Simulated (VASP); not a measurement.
```
CELL_PARAMETERS angstrom
      0.00000     2.82653     2.82653
      2.82653     0.00000     2.82653
      2.82653     2.82653     0.00000
ATOMIC_POSITIONS crystal
  S  0.25000 0.25000 0.25000
  Mg 0.00000 0.00000 0.00000
```

The numbers are results of r2SCAN meta-GGA, VASP's PBE PAW potentials (set 64) (plane waves; VASP), not measurements. Run with 400 eV cut-off, 10×10×10 Γ-centred mesh, Gaussian smearing of 0.010 eV, potentials S Mg.

Q: Give the direction-averaged independent-particle dielectric function (no local fields, no excitons; a broadening of 0.1 eV leaves a tail below the gap, and fine structure carries the noise of the k-mesh).

A: 
| ħω (eV) | ε₁ | ε₂ |
|---|---|---|
| 0.00 | 4.02 | 0.00 |
| 0.40 | 4.03 | 0.00 |
| 0.80 | 4.05 | 0.01 |
| 1.30 | 4.11 | 0.01 |
| 1.70 | 4.19 | 0.02 |
| 2.10 | 4.29 | 0.03 |
| 2.60 | 4.45 | 0.04 |
| 3.00 | 4.64 | 0.05 |
| 3.50 | 4.96 | 0.08 |
| 3.90 | 5.37 | 0.14 |
| 4.30 | 5.82 | 0.30 |
| 4.80 | 6.40 | 0.87 |
| 5.20 | 7.36 | 1.38 |
| 5.70 | 7.17 | 3.07 |
| 6.10 | 8.28 | 6.55 |
| 6.50 | 5.60 | 8.98 |
| 7.00 | 1.84 | 6.00 |
| 7.40 | 2.59 | 4.41 |
| 7.90 | 3.72 | 7.79 |
| 8.30 | 0.07 | 7.94 |
| 8.70 | -0.03 | 6.60 |
| 9.20 | -1.57 | 6.08 |
| 9.60 | -2.93 | 3.76 |
| 10.10 | -1.75 | 3.50 |
ε₂ peaks at 6.5 eV (height 9.0), 8.0 eV (height 8.4); ε₁(0) averages 4.02, so the electronic refractive index below the gap tends to √4.02 = 2.00.

The structure was generated: MgS was put into the zincblende type (F-43m), which need not be its known phase. It was relaxed first.
